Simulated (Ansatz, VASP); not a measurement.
NaHgF3 in VASP and in Ansatz

```xyz
5
Lattice="4.5611 0.0000 0.0000 0.0000 4.5611 0.0000 0.0000 0.0000 4.5611" Properties=species:S:1:pos:R:3 pbc="T T T"
Na    0.0000    0.0000    0.0000
Hg    2.2806    2.2806    2.2806
F     0.0000    2.2806    2.2806
F     2.2806    0.0000    2.2806
F     2.2806    2.2806    0.0000
```

Alike in both runs: task electric field gradients; functional PBE; k mesh 8 × 8 × 8; no spin polarisation.

```csv
,VASP,Ansatz
version,VASP 6.6.1,Ansatz 0.2.0
potentials or method,"VASP PAW PBE potentials, release 64 (Na_pv, Hg, F)","scalar-relativistic, plane waves, PAW"
plane-wave cutoff (eV),520,420
occupations,"gaussian, width 0.01 eV",fixed
valence electrons in the cell,40,50
```

|  | VASP | Ansatz | Ansatz less VASP |
| --- | --- | --- | --- |
| gap on the k mesh at the Fermi level (eV) | 0.37 | 0.40 | +0.028 |
| least direct gap on the mesh (eV) | 2.79 | 2.83 | +0.041 |
| pressure (GPa) | 0.3 | 0.0 | -0.25 |
| Vzz of the field gradient on the site that differs most (V/Å²) | 119.4 | 116.9 | -2.56 |

The two sets of potentials don't hold the same shells in valence. Ansatz warned: «gradients_without_spin_orbit».

Caveats: spin-orbit coupling is left out, which moves the levels of the heavy elements.
